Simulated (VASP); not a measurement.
Data:

```
SnTe
1.0
    0.00000     3.02928     3.02928
    3.02928     0.00000     3.02928
    3.02928     3.02928     0.00000
Sn Te
1 1
Direct
  0.00000   0.00000   0.00000
  0.25000   0.25000   0.25000
```

Method: PBEsol GGA, VASP's PBE PAW potentials (set 64) (plane waves; VASP). Run with 500 eV cut-off, 10×10×10 Γ-centred mesh, first-order Methfessel-Paxton smearing of 0.10 eV, potentials Sn_d Te.

Unless said otherwise, spin-orbit coupling is left out, though it shifts the bands of the heavy elements here.

Task: What does the run give for the energy per atom (σ→0), pressure, band gap (on the k-mesh) with the smallest direct gap where there is one?

Result: 
```yaml
band gap (on the k-mesh): none (metal, semimetal or under 0.01 eV)
energy per atom (σ→0): -2.762 eV/atom
pressure: 30.07 GPa
```

Total energies compare only between runs with the same potentials, cut-off and functional.

The structure was generated: SnTe was put into the zinc blende type (F-43m), which need not be its known phase. It was relaxed first under an external pressure of 30 GPa.
